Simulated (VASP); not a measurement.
# CoS (Pm-3m) in VASP: further runs

Runs on CoS. Level: LDA+U. Tasks: single point.

Program: VASP 6.6.1. These are calculated values, not measurements. Logs are shortened: lines on timing, memory, paths and dates and some standing lists are left out, and cuts for length are marked.

**1. The structure**

Symmetry: Pm-3m, No. 221, cubic system. Conventional cell: a = 3.110 Å, b = 3.110 Å, c = 3.110 Å, α = 90.00°, β = 90.00°, γ = 90.00°. Co (site symmetry m-3m) has 8 S at 2.69 Å as nearest neighbours. S (site symmetry m-3m) is surrounded by 8 Co at 2.69 Å.

Measurements of this composition are mostly on another form, of space group No. 194.

**2. Single point, LDA+U, collinear spin, random start**

The input, INCAR:

```
SYSTEM = CoS
ALGO = Normal
EDIFF = 1E-6
ENCUT = 520
GGA = CA
ISIF = 2
ISMEAR = 0
ISPIN = 2
LASPH = .TRUE.
LCHARG = .TRUE.
LDAU = .TRUE.
LDAUJ = 0 0
LDAUL = 2 -1
LDAUPRINT = 1
LDAUTYPE = 2
LDAUU = 5 0
LELF = .TRUE.
LMAXMIX = 4
LORBIT = 11
LREAL = .FALSE.
LVHAR = .TRUE.
LWAVE = .FALSE.
MAGMOM = 0.19 0
NELM = 150
PREC = Accurate
SIGMA = 0.05
```

The input, KPOINTS:

```
k-points
0
G
  6 6 6
  0 0 0
```

The input, POSCAR:

```
CoS
1.0
    3.1097975700      0.0000000000      0.0000000000
    0.0000000000      3.1097975700      0.0000000000
    0.0000000000      0.0000000000      3.1097975700
Co S
1 1
Direct
    0.0000000000      0.0000000000      0.0000000000
    0.5000000000      0.5000000000      0.5000000000
```

Potentials or basis: VASP PAW LDA potentials, release 64 (Co, S).

Started as:

```bash
$ cat potpaw_LDA.64/Co/POTCAR potpaw_LDA.64/S/POTCAR > POTCAR
$ mpirun -np 1 vasp_std > vasp.out
```

OUTCAR:

```text
SYSTEM = CoS
   EDIFF = 1E-6
   ENCUT = 520
   GGA = CA
   ISIF = 2
   ISMEAR = 0
   ISPIN = 2
   LASPH = .TRUE.
   LORBIT = 11
   LREAL = .FALSE.
   NELM = 150
   PREC = Accurate

 ion  position               nearest neighbor table
   1  0.000  0.000  0.000-   2 2.69   2 2.69   2 2.69   2 2.69   2 2.69   2 2.69   2 2.69   2 2.69

   2  0.500  0.500  0.500-   1 2.69   1 2.69   1 2.69   1 2.69   1 2.69   1 2.69   1 2.69   1 2.69

  LATTYP: Found a simple cubic cell.
 ALAT       =     3.1097975700

  Lattice vectors:

 A1 = (   3.1097975700,   0.0000000000,   0.0000000000)
 A2 = (   0.0000000000,   3.1097975700,   0.0000000000)
 A3 = (   0.0000000000,   0.0000000000,   3.1097975700)

Analysis of symmetry for initial positions (statically):
=====================================================================
 Subroutine PRICEL returns:
 Original cell was already a primitive cell.

 Routine SETGRP: Setting up the symmetry group for a
 simple cubic supercell.

 Subroutine GETGRP returns: Found 48 space group operations
 (whereof 48 operations were pure point group operations)
 out of a pool of 48 trial point group operations.

The static configuration has the point symmetry O_h .

Analysis of symmetry for dynamics (positions and initial velocities):
=====================================================================
 Subroutine PRICEL returns:
 Original cell was already a primitive cell.

 Routine SETGRP: Setting up the symmetry group for a
 simple cubic supercell.

 Subroutine GETGRP returns: Found 48 space group operations
 (whereof 48 operations were pure point group operations)
 out of a pool of 48 trial point group operations.

The dynamic configuration has the point symmetry O_h .

Analysis of structural, dynamic, and magnetic symmetry:
=====================================================================
 Subroutine PRICEL returns:
 Original cell was already a primitive cell.

 Routine SETGRP: Setting up the symmetry group for a
 simple cubic supercell.

 Subroutine GETGRP returns: Found 48 space group operations
 (whereof 48 operations were pure point group operations)
 out of a pool of 48 trial point group operations.

The overall configuration has the point symmetry O_h .

 Subroutine INISYM returns: Found 48 space group operations
 (whereof 48 operations are pure point group operations),
 and found     1 'primitive' translations

----------------------------------------------------------------------------------------

                                     Primitive cell

  volume of cell :      30.0744

  direct lattice vectors                    reciprocal lattice vectors
     3.109797570  0.000000000  0.000000000     0.321564339  0.000000000  0.000000000
     0.000000000  3.109797570  0.000000000     0.000000000  0.321564339  0.000000000
     0.000000000  0.000000000  3.109797570     0.000000000  0.000000000  0.321564339

  length of vectors
     3.109797570  3.109797570  3.109797570     0.321564339  0.321564339  0.321564339

  position of ions in fractional coordinates (direct lattice)
     0.000000000  0.000000000  0.000000000
     0.500000000  0.500000000  0.500000000

  ion indices of the primitive-cell ions
   primitive index   ion index
                 1           1
                 2           2

----------------------------------------------------------------------------------------

 KPOINTS: k-points

Automatic generation of k-mesh.
 Grid dimensions read from file:
 generate k-points for:    6    6    6

 Generating k-lattice:

  Cartesian coordinates                     Fractional coordinates (reciprocal lattice)
     0.053594056  0.000000000  0.000000000     0.166666667  0.000000000  0.000000000
     0.000000000  0.053594056  0.000000000     0.000000000  0.166666667  0.000000000
[... 87 lines left out ...]
   LRPA    =     F    only Hartree local field effects (RPA)
 spin polarized calculation
 Gauss-broadening in eV      SIGMA  =   0.05
  energy-cutoff  :      520.00
  volume of cell :       30.07
 maximum number of plane-waves:       840
 NGX is ok and might be reduce to    24
   NGX = 11   NGY = 11   NGZ = 11

atom =   1  type =  1  l = 2

 onsite density matrix

spin component  1

  0.9642  0.0000 -0.0000 -0.0000  0.0000
  0.0000  0.9642  0.0000 -0.0000  0.0000
 -0.0000  0.0000  0.9512 -0.0000 -0.0000
 -0.0000 -0.0000 -0.0000  0.9642  0.0000
  0.0000  0.0000 -0.0000  0.0000  0.9512

spin component  2

  0.5098  0.0000  0.0000  0.0000  0.0000
  0.0000  0.5098 -0.0000 -0.0000  0.0000
  0.0000 -0.0000  0.5053  0.0000  0.0000
  0.0000 -0.0000  0.0000  0.5098 -0.0000
  0.0000  0.0000  0.0000 -0.0000  0.5053

 occupancies and eigenvectors

  o =  0.5053  v =  0.0000  0.0000  0.0000  0.0000  0.0000  0.0000 -0.0000 -0.0178  0.0000  0.9998      0.0000  0.0000  0.0000  0.0000  0.0000  0.0000  0.0000  0.0000  0.0000  0.0000
  o =  0.5053  v =  0.0000  0.0000  0.0000  0.0000  0.0000  0.0000  0.0000 -0.9998  0.0000 -0.0178      0.0000  0.0000  0.0000  0.0000  0.0000  0.0000  0.0000  0.0000  0.0000  0.0000
  o =  0.5098  v =  0.0000  0.0000  0.0000  0.0000  0.0000  0.0000  0.9988  0.0000 -0.0484  0.0000      0.0000  0.0000  0.0000  0.0000  0.0000  0.0000  0.0000  0.0000  0.0000  0.0000
  o =  0.5098  v =  0.0000  0.0000  0.0000  0.0000  0.0000  0.0000  0.0484  0.0000  0.9988 -0.0000      0.0000  0.0000  0.0000  0.0000  0.0000  0.0000  0.0000  0.0000  0.0000  0.0000
  o =  0.5098  v =  0.0000  0.0000  0.0000  0.0000  0.0000  1.0000  0.0000  0.0000  0.0000  0.0000      0.0000  0.0000  0.0000  0.0000  0.0000  0.0000  0.0000  0.0000  0.0000  0.0000
  o =  0.9512  v =  0.0000  0.0000  0.9995 -0.0000  0.0312  0.0000  0.0000  0.0000  0.0000  0.0000      0.0000  0.0000  0.0000  0.0000  0.0000  0.0000  0.0000  0.0000  0.0000  0.0000
  o =  0.9512  v =  0.0000 -0.0000 -0.0312 -0.0000  0.9995  0.0000  0.0000  0.0000  0.0000  0.0000      0.0000  0.0000  0.0000  0.0000  0.0000  0.0000  0.0000  0.0000  0.0000  0.0000
  o =  0.9642  v =  0.0000 -0.9577  0.0000  0.2877 -0.0000  0.0000  0.0000  0.0000  0.0000  0.0000      0.0000  0.0000  0.0000  0.0000  0.0000  0.0000  0.0000  0.0000  0.0000  0.0000
  o =  0.9642  v =  0.0000 -0.2877 -0.0000 -0.9577 -0.0000  0.0000  0.0000  0.0000  0.0000  0.0000      0.0000  0.0000  0.0000  0.0000  0.0000  0.0000  0.0000  0.0000  0.0000  0.0000
  o =  0.9642  v =  1.0000  0.0000  0.0000  0.0000  0.0000  0.0000  0.0000  0.0000  0.0000  0.0000      0.0000  0.0000  0.0000  0.0000  0.0000  0.0000  0.0000  0.0000  0.0000  0.0000

 number of electron      15.0000005 magnetization       2.3616047

 Free energy of the ion-electron system (eV)
  ---------------------------------------------------
  ext. energy  EPLUGINS =         0.00000000
  ---------------------------------------------------
  free energy    TOTEN  =        -7.89534321 eV

  energy without entropy =       -7.89285566  energy(sigma->0) =       -7.89409944

 E-fermi :   7.4239     XC(G=0): -11.7005

 val. band max:        7.4192360456   @ k =   0.1667   0.0000   0.0000
 cond. band min:       7.4547943806   @ k =   0.3333   0.0000   0.0000
 fundamental gap:      0.0355583349
 Fermi energy:         7.4239051487

 spin component 1

 k-point     1 :       0.0000    0.0000    0.0000
  band No.  band energies     occupation
      1      -7.4751      1.00000
      2       2.3332      1.00000
      3       2.3332      1.00000
      4       3.1781      1.00000
      5       3.1781      1.00000
      6       3.1781      1.00000
      7       6.0911      1.00000
      8       6.0911      1.00000
      9       6.0911      1.00000
     10       9.1884      0.00000
     11      14.0438      0.00000
[... 253 lines left out ...]
 k-point    20 :       0.5000    0.5000    0.5000
  band No.  band energies     occupation
      1      -3.7353      1.00000
      2       0.9030      1.00000
      3       0.9030      1.00000
      4       0.9030      1.00000
      5       3.5800      1.00000
      6       3.5800      1.00000
      7       6.0404      1.00000
      8       6.0404      1.00000
      9       6.0404      1.00000
     10       9.6670      0.00000
     11       9.6670      0.00000
 Fermi energy:         7.4239051487

 spin component 2

 k-point     1 :       0.0000    0.0000    0.0000
  band No.  band energies     occupation
      1      -7.3072      1.00000
      2       5.9182      1.00000
      3       5.9182      1.00000
      4       6.2653      1.00000
      5       6.2653      1.00000
      6       6.2653      1.00000
      7       7.3957      0.78770
      8       7.3957      0.78770
      9       7.3957      0.78770
     10       9.5460      0.00000
     11      15.0146      0.00000
[... 253 lines left out ...]
 k-point    20 :       0.5000    0.5000    0.5000
  band No.  band energies     occupation
      1      -3.5349      1.00000
      2       2.4336      1.00000
      3       2.4336      1.00000
      4       2.4336      1.00000
      5       7.8724      0.00000
      6       7.8724      0.00000
      7       9.0319      0.00000
      8       9.0319      0.00000
      9       9.0319      0.00000
     10       9.8378      0.00000
     11       9.8378      0.00000

------------------------ aborting loop because EDIFF is reached ----------------------------------------

  FORCE on cell =-STRESS in cart. coord.  units (eV):
  Direction    XX          YY          ZZ          XY          YZ          ZX
  --------------------------------------------------------------------------------------
  -------------------------------------------------------------------------------------
  Total       -4.0860261     -4.0860261     -4.0860261      0.0000000      0.0000000      0.0000000
  in kB     -217.6784126   -217.6784126   -217.6784126      0.0000000      0.0000000      0.0000000
  external PRESSURE =    -217.6784126 kB  Pullay stress =       0.0000000 kB

 VOLUME and BASIS-vectors are now :
 -----------------------------------------------------------------------------
  energy-cutoff  :      520.00
  volume of cell :       30.07
      direct lattice vectors                 reciprocal lattice vectors
     3.109797570  0.000000000  0.000000000     0.321564339  0.000000000  0.000000000
     0.000000000  3.109797570  0.000000000     0.000000000  0.321564339  0.000000000
     0.000000000  0.000000000  3.109797570     0.000000000  0.000000000  0.321564339

 POSITION                                       TOTAL-FORCE (eV/Angst)
 -----------------------------------------------------------------------------------
      0.00000      0.00000      0.00000         0.000000      0.000000      0.000000
      1.55490      1.55490      1.55490         0.000000      0.000000      0.000000
 -----------------------------------------------------------------------------------
    total drift:                                0.000000      0.000000     -0.000000

  FREE ENERGIE OF THE ION-ELECTRON SYSTEM (eV)
  ---------------------------------------------------
  free  energy   TOTEN  =        -7.8953432140 eV

  energy  without entropy=       -7.8928556563  energy(sigma->0) =       -7.89409944

 total charge

# of ion       s       p       d       tot
------------------------------------------
    1        0.262   0.255   7.311   7.828
    2        1.376   2.198   0.000   3.574
--------------------------------------------------
tot          1.638   2.453   7.311  11.402

 magnetization (x)

# of ion       s       p       d       tot
------------------------------------------
    1       -0.006   0.004   2.254   2.252
    2        0.021   0.148   0.000   0.169
--------------------------------------------------
tot          0.015   0.152   2.254   2.421
```

Wall time 12 s (1 thread of Intel Xeon 6975P-C (Granite Rapids), shared host); peak memory 0.13 GiB.

Results:

| Property | Result |
| --- | --- |
| Free energy | -7.8953 eV |
| Pressure | -21.8 GPa |
| Band gap on the k mesh | none (metal or under the smearing width) |
| Net moment | 2.36 μB per cell |
| Site moments | Co +2.25; S +0.17 μB |
| Valence electrons inside the program's atomic spheres | Co 7.83; S 3.57 |

Eigenvalues of the final occupation matrices:
| site | spin | trace | eigenvalues |
| --- | --- | --- | --- |
| site 1 d | 1 | 4.79 | 0.95 0.95 0.96 0.96 0.96 |
| site 1 d | 2 | 2.54 | 0.51 0.51 0.51 0.51 0.51 |

Caveat: a cell with one magnetic atom can't hold antiferromagnetic order, which such compounds often take.

**3. Single point, LDA+U, collinear spin, ferromagnetic start**

The input, INCAR:

```
PREC     = Accurate       # precision mode
ENCUT    = 520            # plane-wave cutoff, eV
EDIFF    = 1E-6           # SCF threshold, eV
ISMEAR   = 0              # smearing method
SIGMA    = 0.05           # smearing width, eV
LREAL    = F              # projectors in reciprocal space
LASPH    = T              # aspherical terms in the spheres
NELM     = 120            # most SCF steps
ALGO     = Normal         # electronic algorithm
ISIF     = 2              # what is computed and relaxed
LWAVE    = F              # write WAVECAR
LCHARG   = F              # write CHGCAR
ISPIN    = 2              # spin polarisation
MAGMOM   = 2 0            # initial moments
LORBIT   = 11             # projections on sites
NUPDOWN  = 0              # fixed moment
LMAXMIX  = 4              # l up to which the mixer works
LDAU     = T              # DFT+U
LDAUTYPE = 2            
LDAUL    = 2 -1           # shell
LDAUU    = 5 0            # U, eV
LDAUJ    = 0 0          
LDAUPRINT= 1            
GGA      = CA             # functional
```

The input, KPOINTS:

```
Automatic mesh
0
Gamma
  6 6 6
```

POSCAR is that of step 2.

Potentials or basis: VASP PAW LDA potentials, release 64 (Co, S).

Started as:

```bash
$ cat potpaw_LDA.64/Co/POTCAR potpaw_LDA.64/S/POTCAR > POTCAR
$ mpirun -np 1 vasp_std > vasp.out
```

It took 7.2 s on 1 thread of Intel Xeon 6975P-C (Granite Rapids), shared host; peak memory 0.13 GiB.

It converged, with:

* Free energy: -7.1477 eV
* Pressure: -29.6 GPa
* Net moment: 0.00 μB per cell
* Site moments: Co +0.05; S -0.00 μB
* Valence electrons inside the program's atomic spheres: Co 7.96; S 3.51

Eigenvalues of the final occupation matrices:
| site | spin | trace | eigenvalues |
| --- | --- | --- | --- |
| site 1 d | 1 | 3.79 | 0.64 0.64 0.64 0.93 0.93 |
| site 1 d | 2 | 3.71 | 0.60 0.60 0.84 0.84 0.84 |

Caveat: the moment is held away from its start; the starting moments collapsed, and a magnetic state may lie lower; a pressure of tens of GPa on the cell as given is suspect, and the run, the potentials or the cell itself is likely at fault; the total moment is fixed, so each spin has its own Fermi level. The state reached can hang on the start; a lower one may exist.

(Continued in part 2 of 2.)
